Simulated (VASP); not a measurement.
Crystal: InSb3.

```
In Sb
1.0
     0.00000    3.72792    3.72792
     3.72792    0.00000    3.72792
     3.72792    3.72792    0.00000
In Sb
1 3
Cartesian
  0.0000 0.0000 0.0000
  1.8640 1.8640 1.8640
  5.5919 5.5919 5.5919
  3.7279 3.7279 3.7279
```

The cell comes from a database or a generator and needn't be the stable form of this composition.

* Program: VASP 6.6.1
* Task: relaxation of cell and atoms
* Functional: LDA
* Potentials or basis: VASP PAW LDA potentials, release 64 (In_d, Sb)
* Cutoff: 600 eV
* k mesh: 10 × 10 × 10
* Occupations: gaussian, width 0.1 eV
* Spin: no spin polarisation

At the start: pressure -1.5 GPa; volume 25.90 Å³/atom.

**Question.** Where does the relaxation end?

**Answer.** Over 3 steps the energy falls by 2.8 meV/atom and the volume is 25.31 Å³/atom (-2.3 %); space group Fm-3m (No. 225, to 0.05 Å).

The path:
```tsv
step	energy change (eV)	largest force (eV/Å)	pressure (GPa)	volume (Å³)
1	0.0000	0.0000	-1.46	103.62
2	-0.0085	0.0000	0.78	100.11
3	-0.0111	0.0000	-0.02	101.23
```

Final structure:
```xyz
4
Lattice="0.0000 3.6990 3.6990 3.6990 0.0000 3.6990 3.6990 3.6990 0.0000" Properties=species:S:1:pos:R:3 pbc="T T T"
In    0.0000    0.0000    0.0000
Sb    1.8495    1.8495    1.8495
Sb    5.5486    5.5486    5.5486
Sb    3.6990    3.6990    3.6990
```
